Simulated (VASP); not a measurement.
A VASP calculation is set up with these files.

### INCAR
```
SYSTEM = ZrN
PREC = Accurate
ENCUT = 400
EDIFF = 1E-6
NELM = 100
ALGO = Normal
LREAL = .FALSE.
LASPH = .TRUE.
ISMEAR = -1
SIGMA = 0.05
GGA = PE
LMAXMIX = 4
LWAVE = .FALSE.
LCHARG = .FALSE.
ISIF = 2
```

File POSCAR:
```
ZrN
1.0
  0.0000000000   2.2931230000   2.2931230000
  2.2931230000   0.0000000000   2.2931230000
  2.2931230000   2.2931230000   0.0000000000
Zr N
1 1
Direct
  0.5000000000   0.5000000000   0.5000000000
  0.0000000000   0.0000000000   0.0000000000
```

File KPOINTS:
```
Automatic mesh
0
Gamma
8 8 8
0 0 0
```

POTCAR, in this order: Zr_sv N (PBE.64 set). Program: vasp_std.

Q: Write an equivalent input for Quantum ESPRESSO's pw.x.

A: One equivalent input (not run):
```
&CONTROL
  calculation = 'scf'
  pseudo_dir = './pseudo'
  outdir = './out'
  tprnfor = .true.
  tstress = .true.
/
&SYSTEM
  ibrav = 0
  nat = 2
  ntyp = 2
  ecutwfc = 84
  occupations = 'smearing'
  smearing = 'fermi-dirac'
  degauss = 0.003675
  input_dft = 'pbe'
/
&ELECTRONS
  conv_thr = 7.3e-08
  electron_maxstep = 100
/
ATOMIC_SPECIES
  Zr 91.224 Zr.upf
  N 14.007 N.upf
CELL_PARAMETERS angstrom
     0.0000000    2.2931230    2.2931230
     2.2931230    0.0000000    2.2931230
     2.2931230    2.2931230    0.0000000
ATOMIC_POSITIONS crystal
  Zr   0.5000000  0.5000000  0.5000000
  N    0.0000000  0.0000000  0.0000000
K_POINTS automatic
  8 8 8 0 0 0
```
Limits of the translation: the potentials are each code's own (VASP's PAW set, PseudoDojo norm-conserving files in pw.x), so ENCUT and ecutwfc are chosen apart and not converted; conv_thr bounds pw.x's estimated SCF error, while EDIFF bounds the energy change between steps.

The structure comes from a computed database's ZrN entry; how it stands against other phases isn't given here. The cell was not relaxed at this level, and its volume differs by -5.9 % from the start's.
